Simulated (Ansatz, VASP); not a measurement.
# Cross-check of Ga24Si17O70 (amorphous 41Ga2O3-59SiO2 (mol %)) between VASP and Ansatz

One calculation is typed for both programs; each brings its own data sets. How far apart do they land? Of the first pair: The structure shown is the start of the Ansatz relaxation below; VASP solves that cell, so the two are compared at the walk's first step.

Calculated with Ansatz 0.2.0; plane waves, with VASP 6.6.1 beside it; single point at PBE.

## 1. The structure

The cell holds 111 atoms: 24 Ga, 17 Si and 70 O. Cell: a = 10.983 Å, b = 10.983 Å, c = 10.983 Å, α = 90.0°, β = 90.0°, γ = 90.0°. As first built, before any earlier steps moved the atoms (in the runner's words): 111 atoms (24 Fe, 17 Si, 70 O) placed at random at 3.3 g/cm^3, melted at 5000 K for 10 ps at fixed volume with the Morse and Coulomb pair potential with partial charges (Pedone, Malavasi, Menziani, Cormack and Segre, J. Phys. Chem. B 110, 11780 (2006)). Quenched from 5000 K to 300 K at 50 K/ps and fixed volume, held 10 ps at zero pressure, then minimised at fixed cell. Then Fe was replaced by Ga and the cell scaled by 1.005 (the potential has no terms for the new elements, so the cell is a start for a DFT relaxation). The cell carries charge +1.

## 2. Ansatz: relaxation, PBE

Ansatz runs on its PAW soft_1 files.

The two programs are compared at the cell with which this relaxation starts, whose forces are those of its first step.

Contents of input.yaml:

```yaml
crystal:
  lattice:
    - [10.98262, 0.0, 0.0]
    - [0.0, 10.98262, 0.0]
    - [0.0, 0.0, 10.98262]
  atoms:
    - { symbol: Ga, position: [0.69168, 0.87752, 0.33523] }
    - { symbol: Ga, position: [0.23737, 0.84403, 0.71207] }
    - { symbol: Ga, position: [0.53152, 0.22518, 0.01367] }
    - { symbol: Ga, position: [0.43941, 0.96, 0.98418] }
    - { symbol: Ga, position: [0.35127, 0.82655, 0.2716] }
    - { symbol: Ga, position: [0.44548, 0.5519, 0.25947] }
    - { symbol: Ga, position: [0.27131, 0.7386, 0.98926] }
    - { symbol: Ga, position: [0.48356, 0.00036, 0.48345] }
    - { symbol: Ga, position: [0.59893, 0.50647, 0.67476] }
    - { symbol: Ga, position: [0.04776, 0.65985, 0.76718] }
    - { symbol: Ga, position: [0.48554, 0.7509, 0.53638] }
    - { symbol: Ga, position: [0.85988, 0.75981, 0.09339] }
    - { symbol: Ga, position: [0.85366, 0.2357, 0.96105] }
    - { symbol: Ga, position: [0.58814, 0.74724, 0.08998] }
    - { symbol: Ga, position: [0.97692, 0.03389, 0.09377] }
    - { symbol: Ga, position: [0.72148, 0.47633, 0.12363] }
    - { symbol: Ga, position: [0.49709, 0.7579, 0.80558] }
    - { symbol: Ga, position: [0.98242, 0.47751, 0.0404] }
    - { symbol: Ga, position: [0.92339, 0.92666, 0.84748] }
    - { symbol: Ga, position: [0.15369, 0.09095, 0.64732] }
    - { symbol: Ga, position: [0.67189, 0.9441, 0.72633] }
    - { symbol: Ga, position: [0.18822, 0.02775, 0.88827] }
    - { symbol: Ga, position: [0.45642, 0.08797, 0.75527] }
    - { symbol: Ga, position: [0.88656, 0.44778, 0.80308] }
    - { symbol: Si, position: [0.26527, 0.45504, 0.06975] }
    - { symbol: Si, position: [0.49109, 0.51371, 0.95069] }
    - { symbol: Si, position: [0.45785, 0.08177, 0.25164] }
    - { symbol: Si, position: [0.68401, 0.5905, 0.41067] }
    - { symbol: Si, position: [0.06356, 0.47698, 0.5403] }
    - { symbol: Si, position: [0.10191, 0.8137, 0.2332] }
[... 75 atom lines left out ...]
    - { symbol: O, position: [0.71942, 0.77637, 0.2013] }
    - { symbol: O, position: [0.92669, 0.20835, 0.12736] }
    - { symbol: O, position: [0.46337, 0.71736, 0.20966] }
    - { symbol: O, position: [0.82089, 0.28753, 0.78354] }
    - { symbol: O, position: [0.45633, 0.56849, 0.57897] }
    - { symbol: O, position: [0.58835, 0.94106, 0.06682] }
total_charge: 1
kpoints:
  mp_grid: { grid: [1, 1, 1] }
hamiltonian:
  xc: pbe
  pseudopotentials: { kind: paw, azcp: { folder: soft_1 } }
scf:
  occupations: { method: fermi_dirac, width: 0.01 }
  lower_state_search: "off"
output:
  forces: true
magnetization:
  spin_polarized: true
  initial_magnetization: 1
relax:
  f_tol: 0.05
  max_steps: 90
```

Command:

```console
$ ansatz run input.yaml --threads 4 --pin off --max-ram 8192MiB --backend cpu --events-out ev --progress --plain --runs-dir out
```

Numbers of over 12 decimals in the logs are rounded to 6 here.

The program printed:

```text
Engine: ansatz 0.2.0, x86_64-unknown-linux-gnu
Pseudopotentials: kind: paw
Pseudopotential: Ga, paw, valence charge 13, recommended cutoff 420 eV (normal), soft_1/Ga.paw.azcp
Pseudopotential: Si, paw, valence charge 4, recommended cutoff 420 eV (normal), soft_1/Si.paw.azcp
Pseudopotential: O, paw, valence charge 6, recommended cutoff 420 eV (normal), soft_1/O.paw.azcp
Functional definition: PBE
  parameter kappa = 0.804
  parameter beta = 0.066725
  exchange = pbe_x(kappa = kappa, mu = beta*pi^2/3)
  correlation = pbe_c(beta = beta)
Crystal: 111 atoms, lattice volume = 1324.701 Å³
Basis set: ecut = 420 eV, 25725 PW (Γ), exchange–correlation on 150×150×150 points (8 copies of the dense FFT grid, shifted against one another)
Bands: 511, of which v1, the nominal top of the filled ones, is band 400 counted from 1 (399 counted from 0)
Symmetry: 1 space group operations
Space group: P1 (ITA 1), of the structure as read, at distance tolerance 1.1e-4 Å
Magnetic group: BNS 1.1 (UNI 1), of the structure as read, at distance tolerance 1.1e-4 Å
k-points: 1
Non-local potential: Ga, projectors of the file, l = 0: 2, l = 1: 2, l = 2: 3, l = 3: 1
Non-local potential: Si, projectors of the file, l = 0: 2, l = 1: 2, l = 2: 1
Non-local potential: O, projectors of the file, l = 0: 2, l = 1: 2, l = 2: 1
PAW form: soft (Blöchl's): semilocal exchange-correlation on the pseudo side does not see the compensation charge
PAW one-centre angular grid: Ga, 590 points (default); XC on 64 Gauss nodes
PAW one-centre angular grid: Si, 110 points (default); XC on 64 Gauss nodes
PAW one-centre angular grid: O, 110 points (default); XC on 64 Gauss nodes
Initial density: superposition of atomic densities (chi_scale 0.1, normalization cell, long waves 65 % of neutral atoms scaled as one to the charged cell's electrons (reshape's long-wave potential 1.65 eV rms, cloud 1.88 Å wide))
Starting moments: Σ|m| = 1 μB on 111 of 111 sites
Initial wavefunctions: pseudopotential atomic-orbital guess
Functional: x = pbe(κ = 0.804, μ = 0.219515), c = pbe(β = 0.066725)
SCF iter   1: F=—  HF=-141435.169672 eV  |F-HF|=—  |Δ(HF+E_count)|=         —  Δρ=6.32e-2 (↑6.20e-2 ↓6.32e-2)  dr2=1.49e2  dr2_m=4.05e-1  M=1.000 μB ∫|m|=1.060 μB  β_m=1.00  ethr=3.10e-3  ⟨swp⟩=6.0  Hψ=4378  notcnv=0  defer=12
preconditioner: auto → Resta (q_TF=auto, 2.508 Å⁻¹)  ε∞=3.4  [insulator: Δε(μ)=0.103 eV  Ē_g=18.606 eV  σ=0.010 eV  W_gap=0.99  n_scr=364 (ndim 8)  ℏωp=28.8 eV  f_vac=0.089  D(μ)=1.14/eV (n_scr^D=0)  ε∞_Penn≈3.4]
spin=Collinear: Resta preconditioning applied to the charge; magnetization (m = ρ↑ − ρ↓) channel mixes plain (no charge-response kernel on spin).
SCF iter   2: F=—  HF=-141404.124044 eV  |F-HF|=—  |Δ(HF+E_count)|=         —  Δρ=3.86e-2 (↑3.72e-2 ↓3.86e-2)  dr2=5.31e1  dr2_m=3.85e-1  M=0.702 μB ∫|m|=0.847 μB  β_m=0.30  ethr=3.10e-3  ⟨swp⟩=2.0  Hψ=1905  notcnv=0  defer=210
Mixer restart at iter 2: flushing history
SCF iter   3: F=—  HF=-141394.593900 eV  |F-HF|=—  |Δ(HF+E_count)|=    9.53e0  Δρ=2.59e-2 (↑2.51e-2 ↓2.59e-2)  dr2=2.36e1  dr2_m=1.38e-1  M=0.331 μB ∫|m|=0.472 μB  β_m=0.30  ethr=3.10e-3  ⟨swp⟩=3.0  Hψ=1246  notcnv=0  defer=210
SCF iter   4: F=—  HF=-141388.813900 eV  |F-HF|=—  |Δ(HF+E_count)|=    5.78e0  Δρ=1.64e-2 (↑1.20e-2 ↓1.64e-2)  dr2=9.09e0  dr2_m=3.64e-1  M=0.990 μB ∫|m|=1.104 μB  β_m=0.30  ethr=2.95e-3  ⟨swp⟩=2.0  Hψ=1850  notcnv=0  defer=210
SCF iter   5: F=—  HF=-141387.435659 eV  |F-HF|=—  |Δ(HF+E_count)|=    1.38e0  Δρ=9.37e-3 (↑8.37e-3 ↓9.37e-3)  dr2=3.83e0  dr2_m=1.04e-1  M=0.169 μB ∫|m|=0.338 μB  β_m=0.30  ethr=1.14e-3  ⟨swp⟩=3.0  Hψ=889  notcnv=0  defer=210
SCF iter   6: F=—  HF=-141387.310730 eV  |F-HF|=—  |Δ(HF+E_count)|=   1.25e-1  Δρ=7.35e-3 (↑5.27e-3 ↓7.35e-3)  dr2=2.17e0  dr2_m=8.54e-2  M=0.929 μB ∫|m|=1.020 μB  β_m=0.30  ethr=4.79e-4  ⟨swp⟩=2.5  Hψ=1342  notcnv=0  defer=210
SCF iter   7: F=—  HF=-141387.489939 eV  |F-HF|=—  |Δ(HF+E_count)|=   1.79e-1  Δρ=8.79e-3 (↑5.62e-3 ↓8.79e-3)  dr2=3.39e0  dr2_m=8.53e-2  M=0.247 μB ∫|m|=0.408 μB  β_m=0.30  ethr=2.72e-4  ⟨swp⟩=2.5  Hψ=1124  notcnv=0  defer=210
SCF iter   8: F=—  HF=-141387.349120 eV  |F-HF|=—  |Δ(HF+E_count)|=   1.41e-1  Δρ=5.70e-3 (↑3.30e-3 ↓5.70e-3)  dr2=1.45e0  dr2_m=4.37e-2  M=0.712 μB ∫|m|=0.788 μB  β_m=0.30  ethr=2.72e-4  ⟨swp⟩=3.5  Hψ=1106  notcnv=0  defer=207
SCF iter   9: F=—  HF=-141387.336667 eV  |F-HF|=—  |Δ(HF+E_count)|=   1.25e-2  Δρ=3.81e-3 (↑2.74e-3 ↓3.81e-3)  dr2=4.94e-1  dr2_m=4.02e-2  M=0.989 μB ∫|m|=1.054 μB  β_m=0.30  ethr=1.82e-4  ⟨swp⟩=2.5  Hψ=831  notcnv=0  defer=207
SCF iter  10: F=—  HF=-141387.371102 eV  |F-HF|=—  |Δ(HF+E_count)|=   3.44e-2  Δρ=5.47e-3 (↑1.88e-3 ↓5.47e-3)  dr2=5.24e-1  dr2_m=1.16e-1  M=0.996 μB ∫|m|=1.091 μB  β_m=0.30  ethr=6.18e-5  ⟨swp⟩=3.0  Hψ=1496  notcnv=0  defer=207
[...]
- { symbol: Ga, position: [0.353219, 0.826319, 0.271122] }
    - { symbol: Ga, position: [0.446301, 0.551359, 0.256419] }
    - { symbol: Ga, position: [0.272045, 0.739277, 0.989308] }
    - { symbol: Ga, position: [0.483546, 0.00013585, 0.483816] }
    - { symbol: Ga, position: [0.598007, 0.505580, 0.673683] }
    - { symbol: Ga, position: [0.051328, 0.657714, 0.766177] }
    - { symbol: Ga, position: [0.485227, 0.749557, 0.535477] }
    - { symbol: Ga, position: [0.861383, 0.759062, 0.097247] }
    - { symbol: Ga, position: [0.844348, 0.244003, 0.963778] }
    - { symbol: Ga, position: [0.589567, 0.746020, 0.090268] }
    - { symbol: Ga, position: [0.975497, 0.032692, 0.099314] }
    - { symbol: Ga, position: [0.716631, 0.476071, 0.135161] }
    - { symbol: Ga, position: [0.499896, 0.758882, 0.806211] }
    - { symbol: Ga, position: [0.976135, 0.479344, 0.039832] }
    - { symbol: Ga, position: [0.929126, 0.918175, 0.844748] }
    - { symbol: Ga, position: [0.153492, 0.090018, 0.643514] }
    - { symbol: Ga, position: [0.673079, 0.945306, 0.723377] }
    - { symbol: Ga, position: [0.193536, 0.028377, 0.884443] }
    - { symbol: Ga, position: [0.457984, 0.088085, 0.755527] }
    - { symbol: Ga, position: [0.890164, 0.448029, 0.795005] }
    - { symbol: Si, position: [0.261863, 0.454235, 0.069000] }
    - { symbol: Si, position: [0.489340, 0.513983, 0.949392] }
    - { symbol: Si, position: [0.458721, 0.081873, 0.252415] }
    - { symbol: Si, position: [0.685791, 0.590717, 0.410043] }
    - { symbol: Si, position: [0.065573, 0.475410, 0.537786] }
    - { symbol: Si, position: [0.103798, 0.813300, 0.234613] }
    - { symbol: Si, position: [0.886561, 0.967752, 0.534518] }
    - { symbol: Si, position: [0.350320, 0.217559, 0.492803] }
    - { symbol: Si, position: [0.771771, 0.690989, 0.824227] }
    - { symbol: Si, position: [0.715413, 0.013356, 0.026079] }
    - { symbol: Si, position: [0.346421, 0.496700, 0.502037] }
    - { symbol: Si, position: [0.132799, 0.251445, 0.928680] }
    - { symbol: Si, position: [0.878068, 0.293706, 0.238120] }
    - { symbol: Si, position: [0.913574, 0.227877, 0.501969] }
    - { symbol: Si, position: [0.703848, 0.249067, 0.690222] }
    - { symbol: Si, position: [0.114197, 0.827236, 0.504433] }
    - { symbol: Si, position: [0.946756, 0.569368, 0.293301] }
    - { symbol: O, position: [0.041907, 0.553772, 0.413875] }
    - { symbol: O, position: [0.810088, 0.992475, 0.135715] }
    - { symbol: O, position: [0.278985, 0.912824, 0.968111] }
    - { symbol: O, position: [0.133239, 0.520438, 0.092512] }
    - { symbol: O, position: [0.397572, 0.856778, 0.432309] }
    - { symbol: O, position: [0.424793, 0.126015, 0.923573] }
    - { symbol: O, position: [0.518963, 0.936907, 0.821343] }
    - { symbol: O, position: [0.902179, 0.754393, 0.780088] }
    - { symbol: O, position: [0.376921, 0.131030, 0.370477] }
    - { symbol: O, position: [0.754089, 0.551050, 0.774751] }
    - { symbol: O, position: [0.389863, 0.768363, 0.680508] }
    - { symbol: O, position: [0.610801, 0.525284, 0.296124] }
    - { symbol: O, position: [0.691857, 0.522143, 0.537358] }
    - { symbol: O, position: [0.901614, 0.211858, 0.357524] }
    - { symbol: O, position: [0.687077, 0.159895, 0.997340] }
    - { symbol: O, position: [0.824653, 0.605462, 0.366932] }
    - { symbol: O, position: [0.591554, 0.342070, 0.692639] }
    - { symbol: O, position: [0.999450, 0.522174, 0.666820] }
    - { symbol: O, position: [0.758951, 0.954340, 0.893069] }
    - { symbol: O, position: [0.627011, 0.731327, 0.429035] }
    - { symbol: O, position: [0.973272, 0.564573, 0.891935] }
    - { symbol: O, position: [0.995428, 0.711289, 0.236565] }
    - { symbol: O, position: [0.663981, 0.763510, 0.747669] }
    - { symbol: O, position: [0.212468, 0.478847, 0.565956] }
[...]
- { symbol: O, position: [0.190886, 0.724832, 0.840966] }
    - { symbol: O, position: [0.512071, 0.371585, 0.941266] }
    - { symbol: O, position: [0.720415, 0.779258, 0.201702] }
    - { symbol: O, position: [0.925943, 0.209489, 0.124610] }
    - { symbol: O, position: [0.464955, 0.717236, 0.209254] }
    - { symbol: O, position: [0.817288, 0.290512, 0.784898] }
    - { symbol: O, position: [0.456078, 0.568574, 0.579212] }
    - { symbol: O, position: [0.590112, 0.940891, 0.066621] }
```

The column dr2 measures how far the density is from self-consistency, as an energy; F and HF (Harris–Foulkes) agree once it is small.

## 3. VASP: single point, PBE, start cell, pair 1

The same cell, functional, mesh and smearing now go to VASP, with its own data sets.

Lines of VASP's logs that name or quote its potential files are left out, and so is its time.

Contents of INCAR:

```
SYSTEM = Ga24Si17O70
PREC = Accurate
ENCUT = 520
EDIFF = 1E-06
NELM = 200
ISMEAR = -1
SIGMA = 0.01
LREAL = Auto
ALGO = Normal
GGA = PE
NELECT = 799
NBANDS = 480
ISPIN = 2
MAGMOM = -0 -0 -0 0 0 0 0 0 -0 -0 0 -0 -0 -0 -0 -0 0 0 -0 0 0 -0 0 0 0 -0 -0 0 -0 -0 -0 0 -0 -0 0 -0 -0 -0 -0 -0 -0 0 0 0 0 0 0 0.01 0 0 0 0 0 0 0 0 0 -0 0 0.22 -0 0 -0 0 -0 0 0 -0 0 -0 -0 -0 0 0 0 -0 0 -0 0 0 0 0 0.51 -0 0 -0 0 0 0 -0 0 -0 -0 -0 -0 0 0.01 0 0 0 0 0.1 0 0 -0 0 -0 0 -0 0 0.01
LORBIT = 11
LWAVE = .FALSE.
LCHARG = .FALSE.
ISIF = 2
LASPH = .TRUE.
GGA_COMPAT = .FALSE.
NCORE = 4
```

Contents of POSCAR:

```
Ga24Si17O70
1.0
   10.9826200000      0.0000000000      0.0000000000
    0.0000000000     10.9826200000      0.0000000000
    0.0000000000      0.0000000000     10.9826200000
Ga Si O
24 17 70
Direct
    0.6916837694      0.8775228497      0.3352296629
    0.2373659473      0.8440335730      0.7120705260
    0.5315216223      0.2251830620      0.0136670485
    0.4394124535      0.9599986160      0.9841822807
    0.3512731935      0.8265514058      0.2716018582
    0.4454765803      0.5518992736      0.2594736047
    0.2713104888      0.7386033569      0.9892630356
    0.4835640312      0.0003642118      0.4834456623
    0.5989281246      0.5064729545      0.6747570252
    0.0477572747      0.6598516565      0.7671757741
    0.4855398803      0.7508955058      0.5363838501
    0.8598767871      0.7598095901      0.0933930155
    0.8536578703      0.2356996782      0.9610457250
    0.5881383495      0.7472442823      0.0899785297
    0.9769162550      0.0338899097      0.0937663326
    0.7214762962      0.4763344266      0.1236317017
    0.4970945002      0.7578974780      0.8055819103
    0.9824158534      0.4775090097      0.0404001959
    0.9233862230      0.9266641293      0.8474844800
    0.1536882820      0.0909527963      0.6473227700
    0.6718888571      0.9441007701      0.7263294187
    0.1882155624      0.0277529406      0.8882670984
    0.4564211454      0.0879662594      0.7552660476
    0.8865644081      0.4477802200      0.8030779541
    0.2652736779      0.4550371405      0.0697465632
    0.4910941105      0.5137116644      0.9506930040
    0.4578506768      0.0817655532      0.2516430506
    0.6840080054      0.5904966210      0.4106670357
    0.0635640676      0.4769809026      0.5402991272
    0.1019064668      0.8137038339      0.2331957220
[... 75 atom lines left out ...]
    0.7194184994      0.7763721225      0.2012998720
    0.9266914452      0.2083473707      0.1273557676
    0.4633684858      0.7173607026      0.2096585332
    0.8208879120      0.2875270200      0.7835379900
    0.4563300925      0.5684891219      0.5789693170
    0.5883477713      0.9410596014      0.0668237634
```

Contents of KPOINTS:

```
Automatic mesh
0
Gamma
1 1 1
0 0 0
```

PAW data sets: Ga_d, Si and O (PBE family, release 64).

Command:

```console
$ mpirun -np 16 vasp_gam
```

The program printed:

```text
[banner, memory and clock lines left out]
running   16 mpi-ranks, on    1 nodes
[...]
LDA part: xc-table for (Slater+PW92), standard interpolation
 POSCAR, INCAR and KPOINTS ok, starting setup
[...]
entering main loop
       N       E                     dE             d eps       ncg     rms          rms(c)
DAV:   1     0.221958484851E+05    0.22196E+05   -0.29655E+05  1984   0.286E+03
DAV:   2     0.515490736356E+04   -0.17041E+05   -0.16083E+05  1920   0.887E+02
DAV:   3    -0.143365683902E+03   -0.52983E+04   -0.49684E+04  2640   0.366E+02
DAV:   4    -0.817944643658E+03   -0.67458E+03   -0.66400E+03  2648   0.140E+02
DAV:   5    -0.851855983162E+03   -0.33911E+02   -0.33489E+02  2584   0.343E+01BRMIX: very serious problems
 the old and the new charge density differ
 old charge density:   800.00000 new  799.00000
    0.707E+01
DAV:   6    -0.743307270963E+03    0.10855E+03   -0.40587E+02  3608   0.677E+01    0.286E+01
DAV:   7    -0.745131254134E+03   -0.18240E+01   -0.52619E+01  2248   0.158E+01    0.155E+01
DAV:   8    -0.745218505244E+03   -0.87251E-01   -0.12292E+01  2616   0.146E+01    0.891E+00
DAV:   9    -0.745067203219E+03    0.15130E+00   -0.25062E+00  2712   0.784E+00    0.409E+00
[...]
DAV:  25    -0.745179789262E+03   -0.48007E-05   -0.47997E-05  2280   0.171E-02    0.401E-02
DAV:  26    -0.745179786156E+03    0.31059E-05   -0.38044E-05  1912   0.106E-02    0.206E-02
DAV:  27    -0.745179786424E+03   -0.26752E-06   -0.36388E-06  1576   0.735E-03
   1 F= -.74517979E+03 E0= -.74517190E+03  d E =-.157777E-01  mag=    -0.9995
```

From OUTCAR (step 3):

```text
  Total       20.1575441     15.9625844     22.5047109    -11.0952631      2.2057700      5.7192246
  in kB       24.3798107     19.3061607     27.2186229    -13.4193141      2.6677980      6.9171925
  external PRESSURE =      23.6348648 kB  Pullay stress =       0.0000000 kB

 POSITION                                       TOTAL-FORCE (eV/Angst)
 -----------------------------------------------------------------------------------
      7.59650      9.63750      3.68170        -0.052557      0.134443      0.106502
      2.60690      9.26970      7.82040        -0.118059      0.038302     -0.051486
      5.83750      2.47310      0.15010        -0.189513      0.178328      0.079758
      4.82590     10.54330     10.80890        -0.110973      0.024815      0.131502
[...]
magnetization (x)
# of ion       s       p       d       tot
------------------------------------------
    1        0.000   0.000   0.000   0.001
    2        0.001   0.001  -0.000   0.001
    3        0.000   0.000  -0.000   0.000
    4        0.000   0.000  -0.000   0.000
    5        0.000   0.000  -0.000   0.000
    6        0.000   0.000  -0.001   0.000
    7        0.000   0.000  -0.000   0.000
    8        0.000   0.000  -0.000   0.000
    9        0.001   0.001  -0.001   0.001
   10        0.000   0.000  -0.000   0.000
   11        0.001   0.001   0.000   0.002
   12        0.001   0.001  -0.000   0.002
   13        0.001   0.001  -0.001   0.001
[...]
--------------------------------------------------
tot          0.003  -0.831  -0.008  -0.837

[... 3 further parts left out ...]
[key lines of the parts left out:]
E-fermi :   2.3458
```

The run ends at a pressure of 2.36 GPa, with forces up to 0.86 eV/Å.

## 4. Comparison

Known differences besides the potentials themselves: VASP starts from the moments at which Ansatz ended; the cutoff is 420 eV in Ansatz and 520 eV in VASP (PREC = Accurate, projectors in real space). Total energies have different zeros and are not compared.

Forces on 9 of the 111 atoms, those with the largest forces and the largest differences (eV/Å; atoms numbered as in POSCAR):

```tsv
atom	Ansatz x, y, z	VASP x, y, z
Ga13	-0.290, 0.651, -0.013	-0.304, 0.640, -0.027
Ga15	0.279, -0.009, 0.648	0.331, 0.003, 0.681
Ga19	0.246, -0.492, -0.615	0.246, -0.497, -0.652
Si28	-0.141, 0.293, -0.350	-0.088, 0.314, -0.372
Si34	-0.701, 0.157, 0.206	-0.722, 0.159, 0.192
Si36	0.275, 0.522, -0.250	0.304, 0.544, -0.258
Si40	-0.012, 0.022, -0.028	0.004, -0.020, -0.083
O43	0.247, -0.005, -0.109	0.259, -0.033, -0.051
O102	-0.415, -0.155, 0.095	-0.433, -0.162, 0.166
```

The forces differ by 20 meV/Å r.m.s., which is 13.3 % of the r.m.s. force of 0.151 eV/Å (both taken over all components). VASP's last cycles still show a density residual of 2e-03, so its state may not be settled. Moments aren't recorded for both runs of this pair, so they may hold unlike magnetic states. The cell carries a charge of +1 e against a uniform background, so its pressure also hangs on how the neutralising background is counted, and in a defect's cell a gap may be the spacing between its levels.

(Part 1 of 2 ends here.)

[Lines on the potential files, build, host, timing and source positions are cut from VASP's logs without a mark.]

[Logs are printed without paths, hosts, clocks, repeated set-up lines and the standing remarks that a program may print on its own settings, such as how far it seeks lower states.]

[Hosts, paths, dates, database ids (printed as entryN), source tags and the programs' standing remarks are cut or masked in the printed files.]
